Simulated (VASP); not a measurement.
Method: r2SCAN meta-GGA, VASP's PBE PAW potentials (set 64) (plane waves; VASP).

VASP ran on this input.

KPOINTS:
```
Automatic mesh
0
Gamma
 5 5 1
0 0 0
```

### INCAR
```
SYSTEM = NaI(100) slab
PREC = Normal
ENCUT = 400
EDIFF = 1E-5
NELM = 100
ALGO = Normal
LREAL = .FALSE.
LASPH = .TRUE.
ISMEAR = 0
SIGMA = 0.05
METAGGA = R2SCAN
LMIXTAU = .TRUE.
LMAXMIX = 4
LWAVE = .TRUE.
LCHARG = .FALSE.
NELMIN = 4
LDIPOL = .TRUE.
IDIPOL = 3
DIPOL = 0.5 0.5 0.5
IBRION = 2
ISIF = 2
NSW = 50
EDIFFG = -0.03
```

### POSCAR
```
NaI(100) slab
1
    4.5587691966     0.0000000000     0.0000000000
    0.0000000000     4.5587691966    -0.0000000000
   -0.0000000000    -0.0000000000    27.8409924220
Na I
4 4
Direct
  0.0000000000   0.5000000000   0.3263240000
  0.5000000000   0.0000000000   0.4421080000
  0.0000000000   0.5000000000   0.5578920000
  0.5000000000   0.0000000000   0.6736760000
  0.0000000000   0.5000000000   0.4421080000
  0.5000000000   0.0000000000   0.3263240000
  0.0000000000   0.5000000000   0.6736760000
  0.5000000000   0.0000000000   0.5578920000
```

POTCAR, in this order: Na_pv I (PBE.64 set). Program: vasp_std.

Unless said otherwise, spin-orbit coupling is left out, though it shifts the bands of the heavy elements here.

**Question.** Predict the energy per atom (σ→0), band gap (on the k-mesh).

**Answer.** 
- energy per atom (σ→0) = -15.505 eV/atom
- band gap (on the k-mesh) = 4.57 eV

OSZICAR:
```
...
       N       E                     dE             d eps       ncg     rms          rms(c)
DAV:   1    -0.124037667907E+03    0.72552E-04   -0.65691E-02   440   0.109E+00    0.288E-02
DAV:   2    -0.124037662284E+03    0.56230E-05   -0.12878E-03   396   0.211E-01    0.127E-02
DAV:   3    -0.124037811410E+03   -0.14913E-03   -0.12210E-04   396   0.795E-02    0.109E-02
DAV:   4    -0.124037754446E+03    0.56964E-04   -0.68120E-05   396   0.614E-02    0.478E-03
DAV:   5    -0.124037850987E+03   -0.96541E-04   -0.62398E-05   364   0.594E-02    0.228E-03
DAV:   6    -0.124037859438E+03   -0.84509E-05   -0.10574E-05   276   0.256E-02
  15 F= -.12403786E+03 E0= -.12403786E+03  d E =-.912127E-03
```

The cell is a thin slab with vacuum, built from NaI (rock salt): (100) face.
